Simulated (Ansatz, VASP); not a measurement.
# ZnS (Wurtzite-2H): VASP beside Ansatz, part 2 of 3

One calculation is typed for both programs; each brings its own data sets. How far apart do they land? The cell is taken from a series of runs on this material, whose earlier steps may have relaxed, scaled, displaced or heated it; both programs get it as it stands.

VASP 6.6.1 and Ansatz 0.2.0.

So far: The structure; VASP: zone-centre phonons, LDA.

### 2. VASP: zone-centre phonons, LDA (continued)

Level of this step: LDA; plane waves and PAW (S, Zn) (VASP).

From OUTCAR (step 2):

```text
ion  position               nearest neighbor table
   1  0.333  0.667  0.376-   4 2.30   4 2.30   4 2.30   3 2.33
   2  0.667  0.333  0.876-   3 2.30   3 2.30   3 2.30   4 2.33
   3  0.333  0.667  0.009-   2 2.30   2 2.30   2 2.30   1 2.33
   4  0.667  0.333  0.509-   1 2.30   1 2.30   1 2.30   2 2.33

  LATTYP: Found a hexagonal cell.
 ALAT       =     3.7116182767
 C/A-ratio  =     1.7046824126

 Subroutine GETGRP returns: Found 12 space group operations
 (whereof  6 operations were pure point group operations)

The static configuration has the point symmetry C_3v.
 The point group associated with its full space group is C_6v.

 Found     95 irreducible k-points:

   k-points           NKPTS =     95   k-points in BZ     NKDIM =     95   number of bands    NBANDS=     24

   dimension x,y,z NGX =    28 NGY =   28 NGZ =   48
   dimension x,y,z NGXF=    56 NGYF=   56 NGZF=   96

   ENCUT  =  500.0 eV  36.75 Ry    6.06 a.u.   6.77  6.77 11.54*2*pi/ulx,y,z

   NELECT =      36.0000    total number of electrons

 k-points in reciprocal lattice and weights: Automatic mesh
   0.00000000  0.00000000  0.00000000       0.001
   0.08333333  0.00000000  0.00000000       0.005
   0.16666667  0.00000000  0.00000000       0.005
   0.25000000 -0.00000000  0.00000000       0.005
   0.33333333  0.00000000  0.00000000       0.005
   0.41666667  0.00000000  0.00000000       0.005
   0.50000000 -0.00000000  0.00000000       0.003
   0.08333333  0.08333333  0.00000000       0.005
   0.16666667  0.08333333  0.00000000       0.010
[...]
-1.855809138  3.214355717  0.000000000     0.000000000  0.311104336  0.000000000
     0.000000000  0.000000000  6.327130398     0.000000000  0.000000000  0.158049532

 POSITION                                       TOTAL-FORCE (eV/Angst)
 -----------------------------------------------------------------------------------
     -0.00000      2.14290      2.38096         0.000000     -0.000000     -0.001593
      1.85581      1.07145      5.54452        -0.000000      0.000000     -0.001593
     -0.00000      2.14290      0.05499         0.000000      0.000000      0.001593
      1.85581      1.07145      3.21855         0.000000     -0.000000      0.001593
 -----------------------------------------------------------------------------------
    total drift:                                0.000004      0.000008      0.001282

 MACROSCOPIC STATIC DIELECTRIC TENSOR (including local field effects in DFT)
 ------------------------------------------------------
           5.981806    -0.000000     0.000000
          -0.000000     5.981806     0.000000
           0.000000     0.000000     6.303138
 ------------------------------------------------------

 PIEZOELECTRIC TENSOR (including local field effects)  for field in x, y, z        (C/m^2)
          XX          YY          ZZ          XY          YZ          ZX
  --------------------------------------------------------------------------------
  x     0.00000     0.00000     0.00000    -0.00000    -0.00000     0.41283
  y     0.00000     0.00000     0.00000     0.00000     0.41283    -0.00000
  z     0.35339     0.35339    -0.75816    -0.00000    -0.00000    -0.00000

 BORN EFFECTIVE CHARGES (including local field effects) (in |e|, cummulative output)
 ---------------------------------------------------------------------------------
 ion    1
    1    -1.84296     0.00000     0.00000
    2     0.00000    -1.84296     0.00000
    3    -0.00000     0.00000    -2.02728
 ion    2
    1    -1.84296     0.00000     0.00000
    2     0.00000    -1.84296     0.00000
    3    -0.00000     0.00000    -2.02728
 ion    3
    1     1.84296    -0.00000    -0.00000
    2    -0.00000     1.84296     0.00000
    3     0.00000     0.00000     2.02728
 ion    4
    1     1.84296    -0.00000     0.00000
    2    -0.00000     1.84296     0.00000
    3    -0.00000     0.00000     2.02728

 Eigenvectors and eigenvalues of the dynamical matrix
 ----------------------------------------------------

   1 f  =    9.984334 THz    62.733420 2PiTHz  333.041531 cm-1    41.291869 meV
             X         Y         Z           dx          dy          dz
     -0.000000  2.142904  2.380957    -0.000000    0.000000    0.702290
      1.855809  1.071452  5.544522    -0.000000   -0.000000   -0.702290
     -0.000000  2.142904  0.054988     0.000000   -0.000000   -0.082396
      1.855809  1.071452  3.218554     0.000000   -0.000000    0.082396

   2 f  =    8.729340 THz    54.848061 2PiTHz  291.179442 cm-1    36.101633 meV
             X         Y         Z           dx          dy          dz
     -0.000000  2.142904  2.380957     0.312083   -0.524867   -0.000000
      1.855809  1.071452  5.544522    -0.312083    0.524867   -0.000000
     -0.000000  2.142904  0.054988     0.182217   -0.306457    0.000000
      1.855809  1.071452  3.218554    -0.182217    0.306457    0.000000

   3 f  =    8.729340 THz    54.848061 2PiTHz  291.179442 cm-1    36.101633 meV
             X         Y         Z           dx          dy          dz
     -0.000000  2.142904  2.380957    -0.524867   -0.312083   -0.000000
      1.855809  1.071452  5.544522     0.524867    0.312083   -0.000000
     -0.000000  2.142904  0.054988    -0.306457   -0.182217    0.000000
      1.855809  1.071452  3.218554     0.306457    0.182217    0.000000

   4 f  =    8.649747 THz    54.347966 2PiTHz  288.524518 cm-1    35.772465 meV
             X         Y         Z           dx          dy          dz
     -0.000000  2.142904  2.380957     0.296005   -0.497820   -0.000000
      1.855809  1.071452  5.544522     0.296005   -0.497820   -0.000000
     -0.000000  2.142904  0.054988    -0.207322    0.348674    0.000000
      1.855809  1.071452  3.218554    -0.207322    0.348674    0.000000

   5 f  =    8.649747 THz    54.347966 2PiTHz  288.524518 cm-1    35.772465 meV
             X         Y         Z           dx          dy          dz
     -0.000000  2.142904  2.380957    -0.497820   -0.296005   -0.000000
      1.855809  1.071452  5.544522    -0.497820   -0.296005   -0.000000
     -0.000000  2.142904  0.054988     0.348674    0.207322    0.000000
      1.855809  1.071452  3.218554     0.348674    0.207322    0.000000

   6 f  =    8.321582 THz    52.286039 2PiTHz  277.578083 cm-1    34.415281 meV
             X         Y         Z           dx          dy          dz
     -0.000000  2.142904  2.380957     0.000000   -0.000000    0.578791
      1.855809  1.071452  5.544522    -0.000000    0.000000    0.578791
     -0.000000  2.142904  0.054988    -0.000000    0.000000   -0.406204
      1.855809  1.071452  3.218554    -0.000000    0.000000   -0.406204

   7 f  =    6.011070 THz    37.768665 2PiTHz  200.507704 cm-1    24.859776 meV
             X         Y         Z           dx          dy          dz
     -0.000000  2.142904  2.380957     0.000000   -0.000000   -0.082396
      1.855809  1.071452  5.544522    -0.000000    0.000000    0.082396
     -0.000000  2.142904  0.054988     0.000000   -0.000000   -0.702290
      1.855809  1.071452  3.218554     0.000000   -0.000000    0.702290

   8 f  =    2.219293 THz    13.944228 2PiTHz   74.027641 cm-1     9.178254 meV
             X         Y         Z           dx          dy          dz
     -0.000000  2.142904  2.380957     0.182213   -0.306459   -0.000000
      1.855809  1.071452  5.544522    -0.182213    0.306459   -0.000000
     -0.000000  2.142904  0.054988    -0.312075    0.524872    0.000000
      1.855809  1.071452  3.218554     0.312075   -0.524872   -0.000000

   9 f  =    2.219293 THz    13.944228 2PiTHz   74.027641 cm-1     9.178254 meV
             X         Y         Z           dx          dy          dz
     -0.000000  2.142904  2.380957    -0.306459   -0.182213    0.000000
      1.855809  1.071452  5.544522     0.306459    0.182213    0.000000
     -0.000000  2.142904  0.054988     0.524872    0.312075    0.000000
      1.855809  1.071452  3.218554    -0.524872   -0.312075    0.000000

  10 f/i=    0.000755 THz     0.004742 2PiTHz    0.025175 cm-1     0.003121 meV
             X         Y         Z           dx          dy          dz
     -0.000000  2.142904  2.380957    -0.235648    0.330191   -0.000000
      1.855809  1.071452  5.544522    -0.235648    0.330191   -0.000000
     -0.000000  2.142904  0.054988    -0.336447    0.471431   -0.000000
      1.855809  1.071452  3.218554    -0.336447    0.471431   -0.000000

  11 f/i=    0.000755 THz     0.004742 2PiTHz    0.025175 cm-1     0.003121 meV
             X         Y         Z           dx          dy          dz
     -0.000000  2.142904  2.380957    -0.330191   -0.235648    0.000000
      1.855809  1.071452  5.544522    -0.330191   -0.235648    0.000000
     -0.000000  2.142904  0.054988    -0.471431   -0.336447    0.000000
      1.855809  1.071452  3.218554    -0.471431   -0.336447    0.000000

  12 f/i=    0.008607 THz     0.054082 2PiTHz    0.287110 cm-1     0.035597 meV
             X         Y         Z           dx          dy          dz
     -0.000000  2.142904  2.380957     0.000000    0.000000    0.406204
      1.855809  1.071452  5.544522     0.000000    0.000000    0.406204
     -0.000000  2.142904  0.054988     0.000000    0.000000    0.578791
      1.855809  1.071452  3.218554     0.000000    0.000000    0.578791

 MACROSCOPIC STATIC DIELECTRIC TENSOR IONIC CONTRIBUTION
 ------------------------------------------------------
           2.472197    -0.000000    -0.000000
          -0.000000     2.472197     0.000000
          -0.000000     0.000000     3.229799
 ------------------------------------------------------

 ELASTIC MODULI CONTR FROM IONIC RELAXATION (kBar)
 Direction    XX          YY          ZZ          XY          YZ          ZX
 --------------------------------------------------------------------------------
 XX        -352.0545    110.2787    149.8691      0.0000     -0.0000     -0.0000
 YY         110.2787   -352.0545    149.8691      0.0000      0.0000      0.0000
 ZZ         149.8691    149.8691   -185.7981     -0.0000      0.0000     -0.0000
 XY           0.0000      0.0000     -0.0000   -231.1666      0.0000      0.0000
 YZ           0.0000      0.0000      0.0000      0.0000    -91.2813      0.0000
 ZX          -0.0000      0.0000     -0.0000      0.0000      0.0000   -107.5374
 --------------------------------------------------------------------------------

 PIEZOELECTRIC TENSOR IONIC CONTR  for field in x, y, z        (C/m^2)
          XX          YY          ZZ          XY          YZ          ZX
  --------------------------------------------------------------------------------
  x    -0.00000     0.00000    -0.00000    -0.00000     0.00000    -0.48517
  y     0.00000     0.00000     0.00000     0.00000    -0.44700     0.00000
  z    -0.58796    -0.58796     0.72892     0.00000    -0.00000     0.00000
```

The dielectric response converges more slowly with the mesh than energies do, so tensor and charges may still move on a finer one.

(Part 2 of 3 ends here.)

[Lines on the potential files, build, host, timing and source positions are cut from VASP's logs without a mark.]

[Logs are printed without paths, hosts, clocks, repeated set-up lines and the standing remarks that a program may print on its own settings, such as how far it seeks lower states.]

[Hosts, paths, dates, database ids (printed as entryN), source tags and the programs' standing remarks are cut or masked in the printed files.]
